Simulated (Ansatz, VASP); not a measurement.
**Mg15Sn: VASP beside Ansatz**

Aim: how closely do two programs agree when they are given the same cell, functional and k mesh? The cell is taken from a series of runs on this material, whose earlier steps may have relaxed, scaled, displaced or heated it; both programs get it as it stands.

Program: Ansatz 0.2.0. Level of theory: plane waves, with VASP 6.6.1 beside it; single point at LDA. Results are calculated unless marked as measured.

### 1. Starting point

It takes space group Fmm2 (No. 42, orthorhombic). Conventional cell: a = 10.185 Å, b = 12.592 Å, c = 10.793 Å, α = 90.00°, β = 90.00°, γ = 90.00°. Nearest to Mg lie 11 Mg at 3.10 to 3.17 Å and 1 Sn at 3.14 Å. Nearest to Mg lie 12 Mg at 3.10 to 3.15 Å. Nearest to Mg lie 1 Sn at 3.12 Å and 11 Mg at 3.13 to 3.15 Å. Mg has 11 Mg at 3.09 to 3.16 Å and 1 Sn at 3.14 Å nearest. Mg has 11 Mg at 3.11 to 3.16 Å and 1 Sn at 3.12 Å nearest. Mg has 11 Mg at 3.09 to 3.21 Å and 1 Sn at 3.14 Å nearest. It derives from Mg. As first built, before any earlier steps moved the atoms (in the runner's words): kind random alloy; site Mg; solute Sn; x 0.0625; order random; lattice volume linear between typed atomic volumes. Farther neighbours are not listed.

Coordinates:

```cif
data_structure
_symmetry_space_group_name_H-M 'P 1'
_symmetry_Int_Tables_number 1
_cell_length_a 7.4203
_cell_length_b 7.4203
_cell_length_c 8.0979
_cell_angle_alpha 115.571
_cell_angle_beta 64.429
_cell_angle_gamma 86.680
_cell_volume 346.08
loop_
_atom_site_label
_atom_site_type_symbol
_atom_site_fract_x
_atom_site_fract_y
_atom_site_fract_z
_atom_site_occupancy
Mg1 Mg 0.87460 0.62579 0.74801 1
Mg2 Mg 0.37778 0.12261 0.74801 1
Mg3 Mg 0.25201 0.75201 0.50000 1
Mg4 Mg 0.75201 0.25201 0.50000 1
Mg5 Mg 0.62261 0.87778 0.25199 1
Mg6 Mg 0.12579 0.37460 0.25199 1
Mg7 Mg 0.49970 0.50004 0.00000 1
Mg8 Mg 0.00004 0.99970 0.00000 1
Mg9 Mg 0.33317 0.33462 0.50146 1
Mg10 Mg 0.83462 0.83317 0.49854 1
Mg11 Mg 0.70723 0.45808 0.25085 1
Mg12 Mg 0.20525 0.95999 0.25475 1
Mg13 Mg 0.58165 0.08165 0.00000 1
Mg14 Mg 0.95808 0.20723 0.74915 1
Mg15 Mg 0.45999 0.70525 0.74525 1
Sn16 Sn 0.08214 0.58214 0.00000 1
```

### 2. VASP: single point, LDA

A single point gives forces, pressure and levels at one fixed geometry, so differences don't come from the geometry; what else differs is listed under the comparison.

Lines of VASP's logs that name or quote its potential files are left out, and so is its time.

INCAR

```
SYSTEM = Mg15Sn
PREC = Accurate
ENCUT = 520
EDIFF = 1E-06
NELM = 120
ISMEAR = -1
SIGMA = 0.08
LREAL = .FALSE.
ALGO = Normal
GGA = PW92
NBANDS = 38
LORBIT = 11
LWAVE = .FALSE.
LCHARG = .FALSE.
ISIF = 2
LASPH = .TRUE.
GGA_COMPAT = .FALSE.
KPAR = 4
```

POSCAR

```
Mg15Sn
1.0
   -4.6737008036      2.6983624171      5.0926911277
   -4.6737008036      2.6983624171     -5.0926911277
   -3.1480237177     -5.4525370225      5.0926911277
Mg Sn
15 1
Direct
    0.8745997586      0.6257918231      0.7480072507
    0.3777845724      0.1226070093      0.7480072507
    0.2520074427      0.7520074427      0.5000000000
    0.7520074427      0.2520074427      0.5000000000
    0.6226070093      0.8777845724      0.2519927493
    0.1257918231      0.3745997586      0.2519927493
    0.4997043702      0.5000386147      0.0000000000
    0.0000386147      0.9997043702      0.0000000000
    0.3331673503      0.3346233172      0.5014559669
    0.8346233172      0.8331673503      0.4985440331
    0.7072298754      0.4580798676      0.2508499922
    0.2052480753      0.9599933284      0.2547452531
    0.5816479434      0.0816479434      0.0000000000
    0.9580798676      0.2072298754      0.7491500078
    0.4599933284      0.7052480753      0.7452547469
    0.0821358751      0.5821358751      0.0000000000
```

KPOINTS

```
Automatic mesh
0
Gamma
4 4 4
0 0 0
```

Potentials, in the order of the species: Mg and Sn_d (LDA family, release 64).

The run is started by

```bash
$ mpirun -np 4 vasp_std
```

Numbers of over 12 decimals in the logs are rounded to 6 here.

Log:

```text
[banner, memory and clock lines left out]
running    4 mpi-ranks, on    1 nodes
 distrk:  each k-point on    1 cores,    4 groups
 distr:  one band on    1 cores,    1 groups

 POSCAR found type information on POSCAR MgSn
 POSCAR found :  2 types and      16 ions
|                                                                             |
|               ----> ADVICE to this user running VASP <----                  |
|                                                                             |
|     You enforced a specific xc type in the INCAR file but a different       |
|     [... a line on the potential file left out ...]
|     I HOPE YOU KNOW WHAT YOU ARE DOING!                                     |
|                                                                             |

 LDA part: xc-table for (Slater(with rela. corr.)+PW92), standard interpolation
 POSCAR, INCAR and KPOINTS ok, starting setup
 FFT: planning ... GRIDC
 FFT: planning ... GRID_SOFT
 FFT: planning ... GRID
 WAVECAR not read
 entering main loop
       N       E                     dE             d eps       ncg     rms          rms(c)
DAV:   1     0.148040777640E+03    0.14804E+03   -0.15514E+04  1368   0.938E+02
DAV:   2    -0.162709867802E+02   -0.16431E+03   -0.15429E+03  1438   0.177E+02
DAV:   3    -0.320796733381E+02   -0.15809E+02   -0.15345E+02  1710   0.591E+01
DAV:   4    -0.325865153108E+02   -0.50684E+00   -0.50344E+00  1674   0.109E+01
DAV:   5    -0.325995644132E+02   -0.13049E-01   -0.13047E-01  1852   0.189E+00    0.346E+00
DAV:   6    -0.323930947053E+02    0.20647E+00   -0.11549E-01  1644   0.134E+00    0.196E+00
DAV:   7    -0.323081263362E+02    0.84968E-01   -0.14227E-01  1668   0.135E+00    0.523E-01
DAV:   8    -0.322991472142E+02    0.89791E-02   -0.17678E-02  1684   0.648E-01    0.203E-01
DAV:   9    -0.322986236219E+02    0.52359E-03   -0.22466E-03  1604   0.230E-01    0.543E-02
DAV:  10    -0.322985749977E+02    0.48624E-04   -0.31770E-04  1686   0.959E-02    0.264E-02
DAV:  11    -0.322985761659E+02   -0.11682E-05   -0.29660E-05  1612   0.216E-02    0.191E-02
DAV:  12    -0.322985744174E+02    0.17485E-05   -0.70926E-06  1582   0.107E-02    0.558E-03
DAV:  13    -0.322985741801E+02    0.23723E-06   -0.77855E-07  1036   0.379E-03
   1 F= -.32298574E+02 E0= -.32236152E+02  d E =-.124844E+00
```

OUTCAR, selected parts (step 2):

```text
ion  position               nearest neighbor table
   1  0.875  0.626  0.748-   4 3.10  15 3.11  10 3.11  13 3.11   6 3.12   8 3.13   9 3.13   7 3.13
                             3 3.13  14 3.14  16 3.14   5 3.17
   2  0.378  0.123  0.748-   3 3.10  15 3.11  10 3.11  13 3.11   5 3.12   7 3.13   9 3.13   8 3.13
                             4 3.13  14 3.14  16 3.14   6 3.17
   3  0.252  0.752  0.500-   2 3.10   5 3.10  15 3.10  12 3.10  14 3.11  11 3.11  10 3.13   9 3.13
                             6 3.13   1 3.13   7 3.15   8 3.15
   4  0.752  0.252  0.500-   1 3.10   6 3.10  15 3.10  12 3.10  14 3.11  11 3.11  10 3.13   9 3.13
                             5 3.13   2 3.13   8 3.15   7 3.15
   5  0.623  0.878  0.252-   3 3.10  12 3.11   9 3.11  13 3.11   2 3.12   8 3.13  10 3.13   7 3.13
                             4 3.13  11 3.14  16 3.14   1 3.17
   6  0.126  0.375  0.252-   4 3.10  12 3.11   9 3.11  13 3.11   1 3.12   7 3.13  10 3.13   8 3.13
                             3 3.13  11 3.14  16 3.14   2 3.17
   7  0.500  0.500  0.000-  16 3.12   2 3.13   6 3.13  11 3.13  14 3.13  13 3.13   5 3.13   1 3.13
                            12 3.14  15 3.14   3 3.15   4 3.15
   8  0.000  1.000  0.000-  16 3.12   1 3.13   5 3.13  11 3.13  14 3.13  13 3.13   6 3.13   2 3.13
                            12 3.14  15 3.14   4 3.15   3 3.15
   9  0.333  0.335  0.501-  15 3.09   6 3.11   5 3.11  11 3.11  12 3.13   4 3.13   3 3.13  14 3.13
                             1 3.13   2 3.13  16 3.14  13 3.16
  10  0.835  0.833  0.499-  12 3.09   2 3.11   1 3.11  14 3.11  15 3.13   4 3.13   3 3.13  11 3.13
                             6 3.13   5 3.13  16 3.14  13 3.16
  11  0.707  0.458  0.251-  15 3.11   9 3.11   4 3.11   3 3.11  16 3.12   8 3.13   7 3.13  10 3.13
                            13 3.14   6 3.14   5 3.14  14 3.16
  12  0.205  0.960  0.255-  10 3.09   4 3.10   3 3.10   6 3.11   5 3.11  14 3.11   9 3.13  13 3.13
                             8 3.14   7 3.14  16 3.14  15 3.21
  13  0.582  0.082  0.000-   2 3.11   1 3.11   5 3.11   6 3.11   7 3.13   8 3.13  15 3.13  12 3.13
                            11 3.14  14 3.14   9 3.16  10 3.16
  14  0.958  0.207  0.749-  12 3.11  10 3.11   4 3.11   3 3.11  16 3.12   7 3.13   8 3.13   9 3.13
                            13 3.14   1 3.14   2 3.14  11 3.16
  15  0.460  0.705  0.745-   9 3.09   4 3.10   3 3.10   1 3.11   2 3.11  11 3.11  10 3.13  13 3.13
                             7 3.14   8 3.14  16 3.14  12 3.21
  16  0.082  0.582  0.000-  14 3.12  11 3.12   7 3.12   8 3.12  10 3.14   9 3.14   1 3.14   2 3.14
                             6 3.14   5 3.14  12 3.14  15 3.14

  LATTYP: Found a face centered orthorhombic cell.
 ALAT       =    10.1853822554
 B/A-ratio  =     1.0597000091
 C/A-ratio  =     1.2362908485

 Subroutine GETGRP returns: Found  4 space group operations
 (whereof  2 operations were pure point group operations)

The static configuration has the point symmetry C_1h.
 The point group associated with its full space group is C_2v.

 Found     18 irreducible k-points:

   k-points           NKPTS =     18   k-points in BZ     NKDIM =     18   number of bands    NBANDS=     38

   dimension x,y,z NGX =    56 NGY =   56 NGZ =   60
   dimension x,y,z NGXF=   112 NGYF=  112 NGZF=  120

   ENCUT  =  520.0 eV  38.22 Ry    6.18 a.u.  13.80 13.80 15.06*2*pi/ulx,y,z

   NELECT =      44.0000    total number of electrons

 k-points in reciprocal lattice and weights: Automatic mesh
   0.00000000  0.00000000  0.00000000       0.016
   0.25000000 -0.00000000 -0.00000000       0.125
   0.50000000 -0.00000000 -0.00000000       0.062
   0.25000000  0.25000000 -0.00000000       0.031
   0.50000000  0.25000000 -0.00000000       0.125
  -0.25000000  0.25000000  0.00000000       0.062
   0.50000000  0.50000000 -0.00000000       0.016
   0.00000000  0.00000000  0.25000000       0.031
   0.50000000  0.00000000  0.25000000       0.062
[...]
0.25000000  0.25000000  0.50000000       0.031
   0.50000000  0.50000000  0.50000000       0.016

 average (electrostatic) potential at core
       1 -38.5436       2 -38.5436       3 -38.4138       4 -38.4138       5 -38.5436
       6 -38.5436       7 -38.5350       8 -38.5350       9 -38.4932      10 -38.4932
      11 -38.5366      12 -38.5298      13 -38.4548      14 -38.5366      15 -38.5298
      16-103.2823

 E-fermi :   3.3289

 k-point     1 :       0.0000    0.0000    0.0000
  band No.  band energies     occupation
    ...
     16      -0.1914      2.00000
     17       0.8404      2.00000
     18       0.9743      2.00000
     19       1.2465      2.00000
     20       1.8119      2.00000
     21       3.7523      0.01000
     22       4.0534      0.00023
     23       4.2939      0.00001
     24       4.4405      0.00000
     25       4.5859      0.00000
    ...

 k-point     2 :       0.2500   -0.0000   -0.0000
  band No.  band energies     occupation
    ...
     18       1.4549      2.00000
     19       2.2726      2.00000
     20       2.3879      1.99998
     21       2.8632      1.99409
     22       3.1454      1.81664
     23       3.8085      0.00497
     24       4.1763      0.00005
     25       4.3970      0.00000
     26       4.6496      0.00000
     27       5.1216      0.00000
    ...

 k-point     3 :       0.5000   -0.0000   -0.0000
  band No.  band energies     occupation
    ...
     17       1.5076      2.00000
     18       1.7912      2.00000
     19       2.0951      2.00000
     20       2.1489      2.00000
     21       2.3751      1.99999
     22       3.7028      0.01851
     23       3.7933      0.00601
     24       4.2495      0.00002
     25       4.3149      0.00001
     26       4.4533      0.00000
    ...

  Total       -0.7731784     -0.7364154     -0.7797937      0.0318377      0.0000000     -0.0000000
  in kB       -3.5794368     -3.4092420     -3.6100624      0.1473930      0.0000000     -0.0000000
  external PRESSURE =      -3.5329137 kB  Pullay stress =       0.0000000 kB

  energy-cutoff  :      520.00
  volume of cell :      346.08
      direct lattice vectors                 reciprocal lattice vectors
    -4.673700804  2.698362417  5.092691128    -0.040528750  0.115099717  0.098179919
    -4.673700804  2.698362417 -5.092691128    -0.119943653 -0.022450931 -0.098179919
    -3.148023718 -5.452537022  5.092691128    -0.079414904 -0.137550648  0.000000000

 POSITION                                       TOTAL-FORCE (eV/Angst)
 -----------------------------------------------------------------------------------
     -9.36713     -0.02994      5.07647        -0.004378     -0.000698      0.003832
     -4.69343     -2.72830      5.10891        -0.004378     -0.000698     -0.003832
     -6.26648     -0.01707      0.00000         0.003564     -0.002058     -0.000000
     -6.26648     -0.01707      5.09269         0.003564     -0.002058     -0.000000
     -7.80566      2.67460     -0.01622        -0.001585      0.004140      0.003832
     -3.13196     -0.02376      0.01622        -0.001585      0.004140     -0.003832
     -4.67250      2.69767     -0.00170        -0.004727      0.002729     -0.001207
     -4.67250      2.69767     -5.09099        -0.004727      0.002729      0.001207
     -4.69965     -0.93227      2.54635        -0.001454     -0.005599     -0.000000
     -9.36418      1.78197      2.54635         0.004122      0.004058      0.000000
     -6.23599      1.77666      2.54635         0.000147      0.005329      0.000000
     -6.24793      1.75524     -2.54635         0.007348     -0.000176      0.000000
     -3.10005      1.78981      2.54635         0.002176     -0.001256      0.000000
     -7.80465     -0.94034      7.63904        -0.004541     -0.002792      0.000000
     -7.79207     -0.91929      2.54635         0.003826     -0.006276      0.000000
     -3.10461      1.79245     -2.54635         0.002627     -0.001516     -0.000000
 -----------------------------------------------------------------------------------
    total drift:                               -0.000246      0.000142     -0.000000

  FREE ENERGIE OF THE ION-ELECTRON SYSTEM (eV)
  ---------------------------------------------------
  free  energy   TOTEN  =       -32.2985741801 eV

  energy  without entropy=      -32.1737301515  energy(sigma->0) =      -32.23615217

 total charge
# of ion       s       p       d       tot
------------------------------------------
    1        0.219   0.138   0.015   0.372
    2        0.219   0.138   0.015   0.372
    3        0.223   0.142   0.013   0.379
    4        0.223   0.142   0.013   0.379
    5        0.219   0.138   0.015   0.372
    6        0.219   0.138   0.015   0.372
    7        0.221   0.138   0.014   0.373
    8        0.221   0.138   0.014   0.373
    9        0.223   0.138   0.015   0.376
   10        0.223   0.138   0.015   0.376
   11        0.220   0.138   0.015   0.373
   12        0.220   0.138   0.015   0.373
   13        0.219   0.143   0.013   0.374
   14        0.220   0.138   0.015   0.373
   15        0.220   0.138   0.015   0.373
   16        1.225   1.164   9.964  12.353
--------------------------------------------------
tot          4.537   3.249  10.178  17.963

[... 3 further parts left out ...]
```

The k-mesh is coarse for a metal.

The run ends at a pressure of -0.35 GPa, with forces up to 0.0074 eV/Å.

(Part 1 of 2 ends here.)

[Lines on the potential files, build, host, timing and source positions are cut from VASP's logs without a mark.]

[Logs are printed without paths, hosts, clocks, repeated set-up lines and the standing remarks that a program may print on its own settings, such as how far it seeks lower states.]

[Hosts, paths, dates, database ids (printed as entryN), source tags and the programs' standing remarks are cut or masked in the printed files.]
